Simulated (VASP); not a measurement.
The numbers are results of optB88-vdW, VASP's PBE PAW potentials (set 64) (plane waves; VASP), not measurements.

Input for VASP

POSCAR:
```
GaN
1
    0.0000000000     2.2701935837     2.2701935837
    2.2701935837     0.0000000000     2.2701935837
    2.2701935837     2.2701935837     0.0000000000
Ga N
1 1
Direct
  0.0000000000   0.0000000000   0.0000000000
  0.2500000000   0.2500000000   0.2500000000
```

File KPOINTS:
```
Regular mesh
0
Gamma
 10 10 10
```

### INCAR
```
# general
SYSTEM   = GaN
PREC     = Accurate
ENCUT    = 520   # plane-wave cut-off (eV)
LREAL    = .FALSE.   # projection in real space or not
LASPH    = .TRUE.

# electronic loop
EDIFF    = 1E-7   # SCF stop (eV)
NELM     = 100
ALGO     = Normal
LMAXMIX  = 4

# smearing
ISMEAR   = 0
SIGMA    = 0.05   # width (eV)

# functional
GGA      = BO
LUSE_VDW = .TRUE.
AGGAC    = 0.0
PARAM1   = 0.1833333333
PARAM2   = 0.22

# ions
ISIF     = 2   # forces and stress, cell fixed

# output
LWAVE    = .FALSE.
LCHARG   = .FALSE.
```

POTCAR, in this order: Ga_d N (PBE.64 set). Program: vasp_std.

Question: Estimate the energy per atom (σ→0), band gap (on the k-mesh).

Answer: 
The energy per atom (σ→0) is -3722 meV/atom and the band gap (on the k-mesh) is 1.60 eV.

OSZICAR:
```
...
DAV:   8    -0.744999455883E+01    0.62712E-02   -0.90019E-02  1413   0.493E+00    0.891E-01
DAV:   9    -0.744369997709E+01    0.62946E-02   -0.24601E-02  1829   0.395E+00    0.230E-01
DAV:  10    -0.744412578207E+01   -0.42580E-03   -0.21440E-03  1399   0.761E-01    0.861E-02
DAV:  11    -0.744398420196E+01    0.14158E-03   -0.55421E-04  1873   0.506E-01    0.125E-02
DAV:  12    -0.744398867848E+01   -0.44765E-05   -0.47311E-05  1242   0.789E-02    0.793E-03
DAV:  13    -0.744398807645E+01    0.60203E-06   -0.22688E-06  1806   0.177E-02    0.120E-03
DAV:  14    -0.744398813626E+01   -0.59809E-07   -0.19668E-07  1145   0.506E-03
   1 F= -.74439881E+01 E0= -.74439881E+01  d E =-.198405E-17
```

The compound is GaN in the zinc blende structure, a metastable form; wurtzite is the usual one. It was relaxed first.
